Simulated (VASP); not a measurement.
# KCaF3 (P4/mmm) in VASP: further runs

Runs on KCaF3. Level: LDA. Tasks: single point.

All numbers are computed with VASP 6.6.1; they aren't measurements. Logs are shortened: lines on timing, memory, paths and dates and some standing lists are left out, and cuts for length are marked.

**1. The cell of the first run**

The structure is tetragonal, space group P4/mmm (No. 123). The conventional cell has a = 4.482 Å, b = 4.482 Å, c = 4.549 Å, α = 90.00°, β = 90.00°, γ = 90.00°. Around K (site symmetry 4/mmm) lie 12 F at 3.17 to 3.19 Å. Ca (site symmetry 4/mmm) is surrounded by 6 F at 2.24 to 2.27 Å. F (site symmetry mmm) has 2 Ca at 2.24 Å as nearest neighbours. Around F (site symmetry 4/mmm) lie 2 Ca at 2.27 Å.

The cell comes from a database or a generator and needn't be the stable form of this composition.

**2. Single point, LDA (strain +0.000 along x and y, +0.015 along z, atoms carried along)**

Input file INCAR:

```
ALGO     = Fast           # electronic algorithm
EDIFF    = 1E-7           # SCF threshold, eV
ENCUT    = 520            # plane-wave cutoff, eV
GGA      = CA             # functional
ISIF     = 2              # what is computed and relaxed
ISMEAR   = 0              # smearing method
LASPH    = True           # aspherical terms in the spheres
LCHARG   = False          # write CHGCAR
LREAL    = False          # projectors in reciprocal space
LWAVE    = False          # write WAVECAR
NBANDS   = 28             # bands
NELM     = 100            # most SCF steps
PREC     = Accurate       # precision mode
SIGMA    = 0.05           # smearing width, eV
```

Input file KPOINTS:

```
k-points
0
Gamma
  6 6 6
```

Input file POSCAR:

```
KCaF3
1.0
    4.4817260000      0.0000000000      0.0000000000
    0.0000000000      4.4817260000      0.0000000000
    0.0000000000      0.0000000000      4.5489518900
K Ca F
1 1 3
Direct
    0.5000000000      0.5000000000      0.5000000000
    0.0000000000      0.0000000000      0.0000000000
    0.0000000000      0.5000000000      0.0000000000
    0.0000000000      0.0000000000      0.5000000000
    0.5000000000      0.0000000000      0.0000000000
```

Potentials or basis: VASP PAW LDA potentials, release 64 (K_sv, Ca_sv, F).

Started as:

```
$ cat potpaw_LDA.64/K_sv/POTCAR potpaw_LDA.64/Ca_sv/POTCAR potpaw_LDA.64/F/POTCAR > POTCAR
$ mpirun -np 1 vasp_std > vasp.out
```

OUTCAR:

```text
EDIFF = 1E-7
   ENCUT = 520
   GGA = CA
   ISIF = 2
   ISMEAR = 0
   LASPH = True
   LREAL = False
   NELM = 100
   PREC = Accurate

 ion  position               nearest neighbor table
   1  0.500  0.500  0.500-
   2  0.000  0.000  0.000-   3 2.24   5 2.24   3 2.24   5 2.24   4 2.27   4 2.27
   3  0.000  0.500  0.000-   2 2.24   2 2.24
   4  0.000  0.000  0.500-   2 2.27   2 2.27
   5  0.500  0.000  0.000-   2 2.24   2 2.24

  LATTYP: Found a simple tetragonal cell.
 ALAT       =     4.4817260000
 C/A-ratio  =     1.0150000000

  Lattice vectors:

 A1 = (   4.4817260000,   0.0000000000,   0.0000000000)
 A2 = (   0.0000000000,   4.4817260000,   0.0000000000)
 A3 = (   0.0000000000,   0.0000000000,   4.5489518900)

Analysis of symmetry for initial positions (statically):
=====================================================================
 Subroutine PRICEL returns:
 Original cell was already a primitive cell.

 Routine SETGRP: Setting up the symmetry group for a
 simple tetragonal supercell.

 Subroutine GETGRP returns: Found 16 space group operations
 (whereof 16 operations were pure point group operations)
 out of a pool of 16 trial point group operations.

The static configuration has the point symmetry D_4h.

Analysis of symmetry for dynamics (positions and initial velocities):
=====================================================================
 Subroutine PRICEL returns:
 Original cell was already a primitive cell.

 Routine SETGRP: Setting up the symmetry group for a
 simple tetragonal supercell.

 Subroutine GETGRP returns: Found 16 space group operations
 (whereof 16 operations were pure point group operations)
 out of a pool of 16 trial point group operations.

The dynamic configuration has the point symmetry D_4h.

 Subroutine INISYM returns: Found 16 space group operations
 (whereof 16 operations are pure point group operations),
 and found     1 'primitive' translations

----------------------------------------------------------------------------------------

                                     Primitive cell

  volume of cell :      91.3696

  direct lattice vectors                    reciprocal lattice vectors
     4.481726000  0.000000000  0.000000000     0.223128322  0.000000000  0.000000000
     0.000000000  4.481726000  0.000000000     0.000000000  0.223128322  0.000000000
[... 94 lines left out ...]
   NSW    =      0    number of steps for IOM
   IBRION =     -1    ionic relax: 0-MD 1-quasi-New 2-CG
   NFREE  =      0    steps in history (QN), initial steepest desc. (CG)
   ISIF   =      2    stress and relaxation
   ISYM   =      2    0-nonsym 1-usesym 2-fastsym
   POTIM  = 0.5000    time-step for ionic-motion
   TEBEG  =    0.0;   TEEND  =   0.0 temperature during run
   PSTRESS=    0.0 pullay stress
   NELECT =      40.0000    total number of electrons
   NUPDOWN=      -1.0000    fix difference up-down
   EMIN   =  10.00;   EMAX   =-10.00  energy-range for DOS
   EFERMI =   0.00;   METHOD = LEGACY
   ISMEAR =     0;   SIGMA  =   0.05  broadening in eV -4-tet -1-fermi 0-gaus
   EFERMI_NEDOS =   21; number of points for ismear=-14 and -15
   IALGO  =     68    algorithm
   IMIX   =      4    mixing-type and parameters
     AMIX     =   0.40;   BMIX     =  1.00
     AMIX_MAG =   1.60;   BMIX_MAG =  1.00
  volume/ion in A,a.u.               =      18.27       123.32
  Fermi-wavevector in a.u.,A,eV,Ry     =   1.243066  2.349054 21.023899  1.545213
  Thomas-Fermi vector in A             =   2.377393
   LORBIT       =      0    0 simple, 1 ext, 2 COOP (PROOUT), +10 PAW based schemes
   GGA     = CA    functional components
   LHFCALC =     F    Hartree Fock is set to
   AEXX    =    0.0000 exact exchange contribution
   IVDW    =     0    specifies the selected vdW correction
   LEPSILON=     F    determine dielectric tensor
   LRPA    =     F    only Hartree local field effects (RPA)
 non-spin polarized calculation
 RMM-DIIS sequential band-by-band and
 Gauss-broadening in eV      SIGMA  =   0.05
  energy-cutoff  :      520.00
  volume of cell :       91.37
 maximum number of plane-waves:      2501
 NGX is ok and might be reduce to    36
   NGX = 17   NGY = 17   NGZ = 17

 number of electron      40.0000019 magnetization

 Free energy of the ion-electron system (eV)
  ---------------------------------------------------
  ext. energy  EPLUGINS =         0.00000000
  ---------------------------------------------------
  free energy    TOTEN  =       -27.57338200 eV

  energy without entropy =      -27.57338200  energy(sigma->0) =      -27.57338200

 E-fermi :  -2.6904     XC(G=0):  -9.0687

 val. band max:       -3.0330492844   @ k =   0.5000   0.5000   0.5000
 cond. band min:       2.7197358751   @ k =   0.0000   0.0000   0.0000
 fundamental gap:      5.7527851595
 Fermi energy:        -2.6904346938

 k-point     1 :       0.0000    0.0000    0.0000
  band No.  band energies     occupation
      1     -38.0431      2.00000
      2     -29.2740      2.00000
      3     -21.8027      2.00000
      4     -21.7008      2.00000
      5     -21.6441      2.00000
      6     -19.4966      2.00000
[... 733 lines left out ...]
     27       8.2450      0.00000
     28       9.3311      0.00000

 [... further k-points ...]

------------------------ aborting loop because EDIFF is reached ----------------------------------------

  FORCE on cell =-STRESS in cart. coord.  units (eV):
  Direction    XX          YY          ZZ          XY          YZ          ZX
  --------------------------------------------------------------------------------------
  -------------------------------------------------------------------------------------
  Total       -3.0096048     -3.0096048     -3.6196111      0.0000000     -0.0000000      0.0000000
  in kB      -52.7737689    -52.7737689    -63.4702987      0.0000000     -0.0000000      0.0000000
  external PRESSURE =     -56.3392788 kB  Pullay stress =       0.0000000 kB

 VOLUME and BASIS-vectors are now :
 -----------------------------------------------------------------------------
  energy-cutoff  :      520.00
  volume of cell :       91.37
      direct lattice vectors                 reciprocal lattice vectors
     4.481726000  0.000000000  0.000000000     0.223128322  0.000000000  0.000000000
     0.000000000  4.481726000  0.000000000     0.000000000  0.223128322  0.000000000
     0.000000000  0.000000000  4.548951890     0.000000000  0.000000000  0.219830859

 POSITION                                       TOTAL-FORCE (eV/Angst)
 -----------------------------------------------------------------------------------
      2.24086      2.24086      2.27448         0.000000      0.000000      0.000000
      0.00000      0.00000      0.00000         0.000000      0.000000      0.000000
      0.00000      2.24086      0.00000         0.000000      0.000000      0.000000
      0.00000      0.00000      2.27448         0.000000      0.000000      0.000000
      2.24086      0.00000      0.00000         0.000000      0.000000      0.000000
 -----------------------------------------------------------------------------------
    total drift:                                0.000000      0.000000     -0.000000

  FREE ENERGIE OF THE ION-ELECTRON SYSTEM (eV)
  ---------------------------------------------------
  free  energy   TOTEN  =       -27.5733820019 eV

  energy  without entropy=      -27.5733820019  energy(sigma->0) =      -27.57338200
```

Wall time 1.8 min (1 thread of Intel Xeon 6975P-C (Granite Rapids), shared host); peak memory 0.23 GiB.

What came out:

* Free energy: -27.5734 eV
* Pressure: -5.6 GPa
* Band gap on the k mesh: 5.75 eV, indirect (least direct gap 5.93 eV)

A k mesh can miss the band edges.

**3. Single point, LDA (strain +0.015 along x and y, +0.000 along z, atoms carried along)**

Input file INCAR:

```
SYSTEM = KCaF3
PREC = Accurate ; ENCUT = 520
EDIFF = 1E-7 ; ISMEAR = 0
SIGMA = 0.05 ; LREAL = .FALSE.
LASPH = .TRUE. ; NELM = 100
ALGO = Fast ; ISIF = 2
LWAVE = .FALSE. ; LCHARG = .TRUE.
LELF = .TRUE. ; LVHAR = .TRUE.
NBANDS = 28
```

Input file KPOINTS:

```
Automatic mesh
0
G
  6 6 6
  0 0 0
```

Edit POSCAR of step 2 so:

```diff
@@ -2,5 +2,5 @@
 1.0
-    4.4817260000      0.0000000000      0.0000000000
-    0.0000000000      4.4817260000      0.0000000000
-    0.0000000000      0.0000000000      4.5489518900
+    4.5489518900      0.0000000000      0.0000000000
+    0.0000000000      4.5489518900      0.0000000000
+    0.0000000000      0.0000000000      4.4817260000
 K Ca F
```

Potentials or basis: VASP PAW LDA potentials, release 64 (K_sv, Ca_sv, F).

Started as:

```
$ cat potpaw_LDA.64/K_sv/POTCAR potpaw_LDA.64/Ca_sv/POTCAR potpaw_LDA.64/F/POTCAR > POTCAR
$ mpirun -np 1 vasp_std > vasp.out
```

Run time: 1.7 min. Hardware: 1 thread of Intel Xeon 6975P-C (Granite Rapids), shared host; peak memory 0.24 GiB.

The run converged. Its results:

```yaml
Free_energy: -27.5249 eV
Pressure: -6.1 GPa
Band_gap_on_the_k_mesh: 5.69 eV, indirect (least direct gap 5.88 eV)
```

Stress tensor (GPa, compression positive):
```
-6.48  0.00  0.00
 0.00 -6.48  0.00
 0.00  0.00 -5.43
```

Levels at points of the mesh, in eV from the valence-band top:
```tsv
k point	band 18	band 19	band 20	band 21	band 22	band 23
(0.00, 0.00, 0.00)	-0.19	-0.19	-0.19	5.69	8.55	8.60
(0.50, 0.00, 0.00)	-0.50	-0.27	-0.25	7.72	8.30	8.94
(0.50, 0.50, 0.00)	-0.60	-0.53	-0.01	8.70	9.14	9.15
(0.00, 0.00, 0.50)	-0.48	-0.25	-0.25	7.78	8.29	8.92
(0.50, 0.00, 0.50)	-0.54	-0.52	-0.01	8.76	9.08	9.11
(0.50, 0.50, 0.50)	0.00	0.00	0.00	9.36	9.38	9.38
```
